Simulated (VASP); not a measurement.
Input for VASP

### INCAR
```
ALGO = Normal
EDIFF = 1E-7
ENCUT = 400
GGA = PS
ISIF = 2
ISMEAR = -5
LASPH = .TRUE.
LCHARG = .TRUE.
LEFG = .TRUE.
LMAXMIX = 4
LORBIT = 11
LREAL = .FALSE.
LWAVE = .FALSE.
NEDOS = 601
NELM = 100
PREC = Accurate
SYSTEM = Cd4SSe3
```

File KPOINTS:
```
K-points
0
G
  4 4 7
```

### POSCAR
```
Cd4SSe3
1
   -0.0001754377     6.0197931472     6.0133147721
    6.0197931472    -0.0001754377     6.0133147721
    3.0098088547     3.0098088547     0.0000000000
Cd Se S
4 3 1
Direct
  0.9996176075   0.9996176075   0.0007647851
  0.9898551055   0.5039472293   0.0061976651
  0.5039472293   0.9898551055   0.0061976651
  0.5065441693   0.5065441693   0.9869116613
  0.1259343720   0.1259343720   0.2481312559
  0.1266349235   0.6232030918   0.2501619847
  0.6232030918   0.1266349235   0.2501619847
  0.6242635010   0.6242635010   0.2514729979
```

POTCAR, in this order: Cd Se S (PBE.64 set). Program: vasp_std.

Q: Translate this PBEsol calculation to Ansatz.

A: One equivalent input (not run):
Ansatz 0.2 input:
```yaml
crystal:
  lattice:
    - [-0.0001754, 6.0197931, 6.0133148]
    - [6.0197931, -0.0001754, 6.0133148]
    - [3.0098089, 3.0098089, 0.0000000]
  atoms:
    - { symbol: Cd, position: [0.9996176, 0.9996176, 0.0007648] }
    - { symbol: Cd, position: [0.9898551, 0.5039472, 0.0061977] }
    - { symbol: Cd, position: [0.5039472, 0.9898551, 0.0061977] }
    - { symbol: Cd, position: [0.5065442, 0.5065442, 0.9869117] }
    - { symbol: Se, position: [0.1259344, 0.1259344, 0.2481313] }
    - { symbol: Se, position: [0.1266349, 0.6232031, 0.2501620] }
    - { symbol: Se, position: [0.6232031, 0.1266349, 0.2501620] }
    - { symbol: S, position: [0.6242635, 0.6242635, 0.2514730] }
kpoints:
  mp_grid: { grid: [4, 4, 7] }
hamiltonian:
  xc: pbesol
  pseudopotentials: { kind: paw }
scf:
  occupations: { method: tetrahedron }
  max_iter: 100
output: { forces: true, stress: true, eigenvalues: true }
```
The two are equivalent in intent, not identical: each code has its own PAW files, so the cut-off isn't converted (ENCUT is set for VASP's; basis.ecutwfc is left out, and Ansatz then takes the one that its files recommend); Ansatz stops its SCF on the density residual and VASP on the energy change (EDIFF); the field gradients of LEFG aren't asked of the other code.

The structure was generated: Cd4SSe3 was put into an ordered model structure (Amm2), which need not be its known phase. It was relaxed first.
